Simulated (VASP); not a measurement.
Here is the system:

```yaml
crystal:
  lattice:
    - [3.93126, 0.00000, 0.00000]
    - [-1.96563, 3.40457, 0.00000]
    - [0.00000, 0.00000, 6.90322]
  atoms:
    - { symbol: Sn, position: [0.00000, 0.00000, 0.00000] }
    - { symbol: Sn, position: [0.00000, 0.00000, 0.50000] }
    - { symbol: Ge, position: [0.33333, 0.66667, 0.25000] }
    - { symbol: Ge, position: [0.66667, 0.33333, 0.75000] }
```

All values below come from LDA (Ceperley-Alder, Perdew-Zunger), VASP's LDA PAW potentials (set 64) (plane waves; VASP). Run with 400 eV cut-off, Gaussian smearing of 0.050 eV, potentials Sn_d Ge_d.

**Question.** Give the energies of bands 23 to 32 at the high-symmetry points, in eV from the Fermi level.

**Answer.** 
```
band      Γ      M      K      A      L      H
----  -----  -----  -----  -----  -----  -----
23    -8.43  -6.30  -8.22  -5.05  -7.20  -7.42
24    -0.95  -5.99  -5.48  -5.05  -7.20  -7.42
25    -0.33  -4.78  -4.16   0.72  -1.75  -4.30
26     0.14  -3.99  -2.87   0.72  -1.75  -4.30
27     0.14  -2.09  -2.87   0.72  -1.30  -0.55
28     1.38   1.04  -2.77   0.72  -1.30  -0.55
29     1.38   1.30  -2.77   1.75  -1.20   0.30
30     2.23   1.50   4.27   1.75  -1.20   0.30
31     3.58   1.76   4.90   3.78   2.94   1.38
32     3.58   1.95   5.54   3.78   2.94   1.38
```

It has no gap at this level: it comes out as a metal or semimetal.

The structure was generated: SnGe was put into the NiAs type (P6_3/mmc), which need not be its known phase. It was relaxed first, which changed the volume by -7 %.
